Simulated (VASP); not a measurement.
# RPA total energies of MgS (Niningerite)

Aim: total energies of MgS (Niningerite) from exact exchange and RPA correlation, beside cheaper functionals. The scan starts from a database cell scaled to its smallest volume. The cell is of the rock-salt type. The start is a cell from a database of measured crystal structures.

Method: RPA correlation on PBE orbitals; plane waves and PAW (S_GW, Mg_GW), in the first sound run; inputs show where later runs differ, in VASP 6.6.1.

### 1. Starting point

Symmetry: Fm-3m, No. 225, cubic system. The conventional cell has a = 5.097 Å, b = 5.097 Å, c = 5.097 Å, α = 90.00°, β = 90.00°, γ = 90.00°. Nearest to S lie 6 Mg at 2.55 Å. Mg has 6 S at 2.55 Å nearest. Farther neighbours, and contacts between anions beyond the nearest, are not listed.

Coordinates:

```cif
data_structure
_symmetry_space_group_name_H-M 'P 1'
_symmetry_Int_Tables_number 1
_cell_length_a 3.6042
_cell_length_b 3.6042
_cell_length_c 3.6042
_cell_angle_alpha 60.000
_cell_angle_beta 60.000
_cell_angle_gamma 60.000
_cell_volume 33.11
loop_
_atom_site_label
_atom_site_type_symbol
_atom_site_fract_x
_atom_site_fract_y
_atom_site_fract_z
_atom_site_occupancy
S1 S 0.50000 0.50000 0.50000 1
Mg2 Mg 0.00000 0.00000 0.00000 1
```

### 2. Orbitals, volume ratio 0.94

RPA gives no stress here, so the energy is scanned over volumes, at one cutoff and mesh. Volumes are given as ratios to a reference cell, and this first cell is that cell scaled to 0.94. Each point starts from PBE orbitals, tightly converged.

The input, INCAR:

```
SYSTEM = MgS
PREC = Accurate
ENCUT = 350
EDIFF = 1E-08
NELM = 100
ISMEAR = 0
SIGMA = 0.05
LREAL = .FALSE.
ALGO = Normal
GGA = PE
NBANDS = 10
LORBIT = 11
LWAVE = .TRUE.
LCHARG = .FALSE.
KPAR = 8
```

The input, POSCAR:

```
MgS
1.0
    0.0000000000      2.5485401997      2.5485401997
    2.5485401997      0.0000000000      2.5485401997
    2.5485401997      2.5485401997      0.0000000000
S Mg
1 1
Direct
    0.5000000000      0.5000000000      0.5000000000
    0.0000000000      0.0000000000      0.0000000000
```

The input, KPOINTS:

```
Automatic mesh
0
Gamma
4 4 4
0 0 0
```

PAW data sets: S_GW and Mg_GW (PBE family, release 64).

Run with:

```sh
$ mpirun -np 8 vasp_std
```

Log:

```text
[banner, memory and clock lines left out]
running    8 mpi-ranks, on    1 nodes
 distrk:  each k-point on    1 cores,    8 groups
 distr:  one band on    1 cores,    1 groups

 POSCAR found type information on POSCAR S Mg
 POSCAR found :  2 types and       2 ions
|                                                                             |
|           W    W    AA    RRRRR   N    N  II  N    N   GGGG   !!!           |
|           W    W   A  A   R    R  NN   N  II  NN   N  G    G  !!!           |
|           W    W  A    A  R    R  N N  N  II  N N  N  G       !!!           |
|           W WW W  AAAAAA  RRRRR   N  N N  II  N  N N  G  GGG   !            |
|           WW  WW  A    A  R   R   N   NN  II  N   NN  G    G                |
|           W    W  A    A  R    R  N    N  II  N    N   GGGG   !!!           |
|                                                                             |
|     For optimal performance we recommend to set                             |
|       NCORE = 2 up to number-of-cores-per-socket                            |
|     NCORE specifies how many cores store one orbital (NPAR=cpu/NCORE).      |
|     This setting can greatly improve the performance of VASP for DFT.       |
|     The default, NCORE=1 might be grossly inefficient on modern             |
|     multi-core architectures or massively parallel machines. Do your        |
|     Unfortunately you need to use the default for GW and RPA                |
|     calculations (for HF NCORE is supported but not extensively tested      |
|     yet).                                                                   |
|                                                                             |

 LDA part: xc-table for (Slater+PW92), standard interpolation
 POSCAR, INCAR and KPOINTS ok, starting setup
 FFT: planning ... GRIDC
 FFT: planning ... GRID_SOFT
 FFT: planning ... GRID
 WAVECAR not read
 entering main loop
       N       E                     dE             d eps       ncg     rms          rms(c)
DAV:   1     0.178035E+02    0.17804E+02   -0.34007E+03   168   0.561E+02
DAV:   2    -0.751169E+01   -0.25315E+02   -0.24376E+02   218   0.956E+01
DAV:   3    -0.877704E+01   -0.12653E+01   -0.12635E+01   204   0.237E+01
DAV:   4    -0.880929E+01   -0.32250E-01   -0.32244E-01   198   0.365E+00
DAV:   5    -0.881103E+01   -0.17439E-02   -0.17437E-02   206   0.849E-01    0.276E+00
DAV:   6    -0.845038E+01    0.36065E+00   -0.74518E-01   176   0.395E+00    0.125E+00
DAV:   7    -0.840547E+01    0.44911E-01   -0.22743E-01   208   0.230E+00    0.526E-01
DAV:   8    -0.840597E+01   -0.49378E-03   -0.95320E-03   204   0.759E-01    0.454E-02
DAV:   9    -0.840594E+01    0.25917E-04   -0.26952E-04   202   0.952E-02    0.183E-02
DAV:  10    -0.840597E+01   -0.29833E-04   -0.46976E-05   194   0.449E-02    0.831E-03
DAV:  11    -0.840597E+01    0.30613E-05   -0.83040E-06   198   0.148E-02    0.128E-03
DAV:  12    -0.840597E+01    0.56257E-06   -0.27186E-07   226   0.350E-03    0.131E-04
DAV:  13    -0.840597E+01    0.30001E-07   -0.52305E-09   136   0.454E-04    0.404E-05
DAV:  14    -0.840597E+01   -0.90472E-08   -0.41613E-10    98   0.163E-04
   1 F= -.84059654E+01 E0= -.84059654E+01  d E =-.126521E-11
 writing wavefunctions
```

Wall time 3.2 s (8 MPI ranks of Intel Xeon Platinum 8259CL at 2.50GHz (Skylake/Cascade Lake), shared host); peak memory 0.98 GiB.

The logs omit lines about the potential files and the build; timing stands in the text.

From OUTCAR (step 2):

```text
ion  position               nearest neighbor table
   1  0.500  0.500  0.500-
   2  0.000  0.000  0.000-

  LATTYP: Found a face centered cubic cell.
 ALAT       =     5.0970803994

 Subroutine GETGRP returns: Found 48 space group operations
 (whereof 48 operations were pure point group operations)

The static configuration has the point symmetry O_h .

 Found      8 irreducible k-points:

   k-points           NKPTS =      8   k-points in BZ     NKDIM =      8   number of bands    NBANDS=     10

   dimension x,y,z NGX =    24 NGY =   24 NGZ =   24
   dimension x,y,z NGXF=    48 NGYF=   48 NGZF=   48

   ENCUT  =  350.0 eV  25.72 Ry    5.07 a.u.   5.50  5.50  5.50*2*pi/ulx,y,z

   NELECT =       8.0000    total number of electrons

 k-points in reciprocal lattice and weights: Automatic mesh
   0.00000000  0.00000000  0.00000000       0.016
   0.25000000  0.00000000  0.00000000       0.125
   0.50000000  0.00000000  0.00000000       0.062
   0.25000000  0.25000000  0.00000000       0.094
   0.50000000  0.25000000  0.00000000       0.375
  -0.25000000  0.25000000  0.00000000       0.188
   0.50000000  0.50000000  0.00000000       0.047
  -0.25000000  0.50000000  0.25000000       0.094

 average (electrostatic) potential at core
       1 -88.8599       2 -36.2140

 E-fermi :   4.5699

 k-point     1 :       0.0000    0.0000    0.0000
  band No.  band energies     occupation
      1      -8.6993      2.00000
      2       4.3421      2.00000
      3       4.3421      2.00000
      4       4.3421      2.00000
      5       8.5470      0.00000
      6      12.1947      0.00000
      7      12.1947      0.00000
      8      12.1947      0.00000
      9      14.6554      0.00000
    ...

 k-point     2 :       0.2500    0.0000    0.0000
  band No.  band energies     occupation
      1      -8.0776      2.00000
      2       1.3686      2.00000
      3       3.9769      2.00000
      4       3.9769      2.00000
      5       9.5013      0.00000
      6      12.1676      0.00000
      7      12.1676      0.00000
      8      12.9916      0.00000
      9      14.6642      0.00000
    ...

 k-point     3 :       0.5000    0.0000    0.0000
  band No.  band energies     occupation
      1      -7.2242      2.00000
      2      -0.8412      2.00000
      3       3.6760      2.00000
      4       3.6760      2.00000
      5       8.9552      0.00000
      6      11.2683      0.00000
      7      11.2683      0.00000
      8      15.1075      0.00000
      9      16.8536      0.00000
    ...

  Total        1.4057402      1.4057402      1.4057402     -0.0000000      0.0000000      0.0000000
  in kB       68.0316788     68.0316788     68.0316788     -0.0000000      0.0000000      0.0000000
  external PRESSURE =      68.0316788 kB  Pullay stress =       0.0000000 kB

  energy-cutoff  :      350.00
  volume of cell :       33.11
      direct lattice vectors                 reciprocal lattice vectors
     0.000000000  2.548540200  2.548540200    -0.196190745  0.196190745  0.196190745
     2.548540200  0.000000000  2.548540200     0.196190745 -0.196190745  0.196190745
     2.548540200  2.548540200  0.000000000     0.196190745  0.196190745 -0.196190745

 POSITION                                       TOTAL-FORCE (eV/Angst)
 -----------------------------------------------------------------------------------
      2.54854      2.54854      2.54854         0.000000      0.000000      0.000000
      0.00000      0.00000      0.00000        -0.000000     -0.000000     -0.000000
 -----------------------------------------------------------------------------------
    total drift:                               -0.000000     -0.000000      0.000000

  FREE ENERGIE OF THE ION-ELECTRON SYSTEM (eV)
  ---------------------------------------------------
  free  energy   TOTEN  =        -8.4059654043 eV

  energy  without entropy=       -8.4059654043  energy(sigma->0) =       -8.40596540

 total charge
# of ion       s       p       d       tot
------------------------------------------
    1        1.291   2.506   0.012   3.809
    2        0.138   0.142   0.047   0.327
--------------------------------------------------
tot          1.429   2.648   0.059   4.136

[... 3 further parts left out ...]
```

The gap is read on the k-mesh alone, so it is an upper bound where the band edges lie off the mesh.

A gap read on the k-mesh alone can miss the band edges.

Numbers from this step:

```yaml
free_energy_toten: -8.406 eV
fermi_energy: 4.570 eV
pressure: 6.803 GPa
gap_on_the_k_mesh: 2.878 eV
least_direct_gap_on_the_k_mesh: 4.205 eV
```

### 3. Exact exchange, volume ratio 0.94

This step: Hartree-Fock energy on PBE orbitals; plane waves and PAW (S_GW, Mg_GW) (VASP 6.6.1).

The Hartree-Fock energy is evaluated once on these orbitals (ALGO = Eigenval, NELM = 1), without letting them relax. It uses the mesh of the correlation step, since the long-wavelength errors of the two partly cancel, and the total energy is their sum.

The input, INCAR:

```
SYSTEM = MgS
PREC = Accurate
ENCUT = 350
ISMEAR = 0
SIGMA = 0.05
LREAL = .FALSE.
GGA = PE
NBANDS = 10
ALGO = Eigenval
NELM = 1
LHFCALC = .TRUE.
AEXX = 1
ALDAC = 0
AGGAC = 0
PRECFOCK = Normal
LWAVE = .FALSE.
LCHARG = .FALSE.
```

POSCAR is that of step 2.

KPOINTS is that of step 2.

The run starts from files that an earlier step left in the folder.

Run with:

```sh
$ mpirun -np 8 vasp_std
```

Log:

```text
[banner, memory and clock lines left out]
running    8 mpi-ranks, on    1 nodes
 distrk:  each k-point on    8 cores,    1 groups
 distr:  one band on    1 cores,    8 groups

 POSCAR found type information on POSCAR S Mg
 POSCAR found :  2 types and       2 ions
 [... a notice as in an earlier step ...]

 LDA part: xc-table for (Slater+PW92), standard interpolation
|                                                                             |
|           W    W    AA    RRRRR   N    N  II  N    N   GGGG   !!!           |
|           W    W   A  A   R    R  NN   N  II  NN   N  G    G  !!!           |
|           W    W  A    A  R    R  N N  N  II  N N  N  G       !!!           |
|           W WW W  AAAAAA  RRRRR   N  N N  II  N  N N  G  GGG   !            |
|           WW  WW  A    A  R   R   N   NN  II  N   NN  G    G                |
|           W    W  A    A  R    R  N    N  II  N    N   GGGG   !!!           |
|                                                                             |
|     The number of bands has been changed from the values supplied in        |
|     The orbitals not found in the WAVECAR file will be initialized with     |
|     random numbers, which is usually adequate. For correlated               |
|     calculations, however, you should redo the groundstate calculation.     |
|     I found NBANDS = 10. Now, NBANDS = 16.                                  |
|                                                                             |

 found WAVECAR, reading the header
  number of bands has changed, file:    10 present:    16
  trying to continue reading WAVECAR, but it might fail
 POSCAR, INCAR and KPOINTS ok, starting setup
 FFT: planning ... GRIDC
 FFT: planning ... GRID_SOFT
 FFT: planning ... GRID
 reading WAVECAR
 random initialization beyond band           10
 the WAVECAR file was read successfully
 initial charge from wavefunction
 entering main loop
       N       E                     dE             d eps       ncg     rms          rms(c)
EIG:   1    -0.139169E+02   -0.13917E+02    0.00000E+00     0   0.000E+00
   1 F= -.13916880E+02 E0= -.13916880E+02  d E =-.336114E-11
```

Elapsed: 7.6 s, on 8 MPI ranks; peak memory 0.82 GiB; 44 s of CPU time.

From OUTCAR (step 3):

```text
The static configuration has the point symmetry O_h .

 Found      8 irreducible k-points:

   k-points           NKPTS =      8   k-points in BZ     NKDIM =     64   number of bands    NBANDS=     16

   NELECT =       8.0000    total number of electrons

  exchange ACFDT corr.  =        -0.00000000  see jH, gK, PRB 81, 115126

 E-fermi :   4.5645

 k-point     1 :       0.0000    0.0000    0.0000
  band No.  band energies     occupation
      1     -17.0451      2.00000
      2       1.3455      2.00000
      3       1.3455      2.00000
      4       1.3455      2.00000
      5      13.4055      0.00000
      6      17.3837      0.00000
      7      17.3837      0.00000
      8      17.3837      0.00000
      9      20.6302      0.00000
    ...

 k-point     2 :       0.2500    0.0000    0.0000
  band No.  band energies     occupation
      1     -16.2079      2.00000
      2      -2.4943      2.00000
      3       0.8722      2.00000
      4       0.8722      2.00000
      5      14.2913      0.00000
      6      17.5096      0.00000
      7      17.5096      0.00000
      8      18.6475      0.00000
      9      20.5346      0.00000
    ...

 POSITION                                       TOTAL-FORCE (eV/Angst)
 -----------------------------------------------------------------------------------
      2.54854      2.54854      2.54854         0.000000     -0.000000     -0.000000
      0.00000      0.00000      0.00000         0.000000      0.000000      0.000000
 -----------------------------------------------------------------------------------
    total drift:                                0.000000      0.000000      0.000000

  FREE ENERGIE OF THE ION-ELECTRON SYSTEM (eV)
  ---------------------------------------------------
  free  energy   TOTEN  =       -13.9168800505 eV

  energy  without entropy=      -13.9168800505  energy(sigma->0) =      -13.91688005

[... 7 parts as in an earlier step ...]

[... 5 further parts left out ...]
```

The k-mesh is coarse for unscreened exact exchange, which converges slowly with it.

This step gave:

```yaml
free_energy_toten: -13.92 eV
```

The Hartree-Fock energy on these orbitals is -6.9584 eV an atom.

### 4. Empty bands, volume ratio 0.94

This step: PBE; plane waves and PAW (S_GW, Mg_GW) (VASP 6.6.1).

ALGO = Exact makes the empty bands from the converged ground state in one step. LOPTICS writes the k-derivatives of the orbitals (WAVEDER), which give the long-wavelength limit of the screening.

The input, INCAR:

```
SYSTEM = MgS
PREC = Accurate
ENCUT = 350
ISMEAR = 0
SIGMA = 0.05
LREAL = .FALSE.
GGA = PE
NBANDS = 528
ALGO = Exact
NELM = 1
LWAVE = .TRUE.
LCHARG = .FALSE.
LOPTICS = .TRUE.
NEDOS = 1000
CSHIFT = 0.1
```

POSCAR is that of step 3.

KPOINTS is that of step 3.

Run with:

```sh
$ mpirun -np 8 vasp_std
```

Log:

```text
[banner, memory and clock lines left out]
running    8 mpi-ranks, on    1 nodes
 distrk:  each k-point on    8 cores,    1 groups
 distr:  one band on    1 cores,    8 groups

 POSCAR found type information on POSCAR S Mg
 POSCAR found :  2 types and       2 ions
 [... a notice as in an earlier step ...]

 LDA part: xc-table for (Slater+PW92), standard interpolation
 found WAVECAR, reading the header
  number of bands has changed, file:    10 present:   528
  trying to continue reading WAVECAR, but it might fail
 POSCAR, INCAR and KPOINTS ok, starting setup
 FFT: planning ... GRIDC
 FFT: planning ... GRID_SOFT
 FFT: planning ... GRID
 reading WAVECAR
 random initialization beyond band           10
 the WAVECAR file was read successfully
 initial charge from wavefunction
 entering main loop
       N       E                     dE             d eps       ncg     rms          rms(c)
DIA:   1    -0.840597E+01   -0.84060E+01    0.00000E+00     0   0.000E+00
   1 F= -.84059654E+01 E0= -.84059654E+01  d E =-.117325E-39
 writing wavefunctions
 optical routines
 imaginary and real dielectric function
 recalculating local potential from charge density
 direction            1
 direction            2
 direction            3
```

Run time: 4.2 s. Hardware: 8 MPI ranks; peak memory 0.96 GiB.

From OUTCAR (step 4):

```text
The static configuration has the point symmetry O_h .

 Found      8 irreducible k-points:

   k-points           NKPTS =      8   k-points in BZ     NKDIM =      8   number of bands    NBANDS=    528

   NELECT =       8.0000    total number of electrons

 E-fermi :   4.8039

  Total        1.4057883      1.4057883      1.4057883     -0.0000000      0.0000000      0.0000000
  in kB       68.0340080     68.0340080     68.0340080     -0.0000000      0.0000000      0.0000000
  external PRESSURE =      68.0340080 kB  Pullay stress =       0.0000000 kB

 POSITION                                       TOTAL-FORCE (eV/Angst)
 -----------------------------------------------------------------------------------
      2.54854      2.54854      2.54854        -0.000000      0.000000      0.000000
      0.00000      0.00000      0.00000         0.000000     -0.000000     -0.000000
 -----------------------------------------------------------------------------------
    total drift:                               -0.000000     -0.000000      0.000000

  FREE ENERGIE OF THE ION-ELECTRON SYSTEM (eV)
  ---------------------------------------------------
  free  energy   TOTEN  =        -8.4059654014 eV

  energy  without entropy=       -8.4059654014  energy(sigma->0) =       -8.40596540

 plasma frequency squared (from intraband transitions) (eV^2)
  --------------------------------------------------------------------------------------
       0.000       0.000       0.000
       0.000       0.000       0.000
       0.000       0.000       0.000

[... 14 parts as in an earlier step ...]
```

WAVECAR now holds 528 bands for 8 electrons.

(Continued in part 2 of 6.)

[Long decimals in the printed logs are rounded to 6 places.]

[Lines on the potential files, build, host, timing and source positions are cut from VASP's logs without a mark.]

[Logs are printed without paths, hosts, clocks, repeated set-up lines and the standing remarks that a program may print on its own settings, such as how far it seeks lower states.]

[Hosts, paths, dates, database ids (printed as entryN), source tags and the programs' standing remarks are cut or masked in the printed files.]

[Measured values are set beside computed ones only where the two were judged alike; some that the calculation misses by far are left out.]

[Pressures printed for these runs are not shown converged in the cutoff: they can be off by several GPa and have the wrong sign.]
